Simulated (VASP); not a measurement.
Calculation: PBE GGA, VASP's PBE PAW potentials (set 64) (plane waves; VASP).

VASP ran on this input.

POSCAR:
```
GaN
1
   -0.0000000000     2.2751155886     2.2751155886
    2.2751155886    -0.0000000000     2.2751155886
    2.2751155886     2.2751155886     0.0000000000
Ga N
1 1
Direct
  0.0000000000   0.0000000000   0.0000000000
  0.7500000000   0.7500000000   0.7500000000
```

INCAR:
```
SYSTEM = GaN
PREC = Accurate; ENCUT = 530; LREAL = F
LASPH = T
EDIFF = 1E-6; NELM = 100; ALGO = Normal
LMAXMIX = 4
ISMEAR = 0; SIGMA = 0.05
GGA = PE
IBRION = 2; NSW = 60; ISIF = 3
EDIFFG = -0.01
LWAVE = F; LCHARG = F
```

**KPOINTS**
```
Automatic mesh
0
Gamma
  9 9 9
```

POTCAR, in this order: Ga_d N (PBE.64 set). Program: vasp_std.

Q: Predict the energy per atom (σ→0), band gap (on the k-mesh).

A: 
The energy per atom (σ→0) is -6.077 eV/atom and the band gap (on the k-mesh) is 1.54 eV.

**OSZICAR**
```
...
DAV:   7    -0.121621168418E+02   -0.89094E-02   -0.34278E-01   915   0.819E+00    0.176E+00
DAV:   8    -0.121587732539E+02    0.33436E-02   -0.76464E-02  1033   0.438E+00    0.846E-01
DAV:   9    -0.121530870114E+02    0.56862E-02   -0.22091E-02  1377   0.364E+00    0.207E-01
DAV:  10    -0.121534746605E+02   -0.38765E-03   -0.17744E-03  1060   0.661E-01    0.884E-02
DAV:  11    -0.121533887408E+02    0.85920E-04   -0.33463E-04  1357   0.351E-01    0.969E-03
DAV:  12    -0.121533948293E+02   -0.60885E-05   -0.32098E-05   980   0.735E-02    0.835E-03
DAV:  13    -0.121533946284E+02    0.20091E-06   -0.15373E-06   836   0.120E-02
   1 F= -.12153395E+02 E0= -.12153395E+02  d E =-.121534E+02
```

The compound is GaN in the zinc blende structure, a metastable form; wurtzite is the usual one. It was relaxed first. The start is the result of an earlier pass.
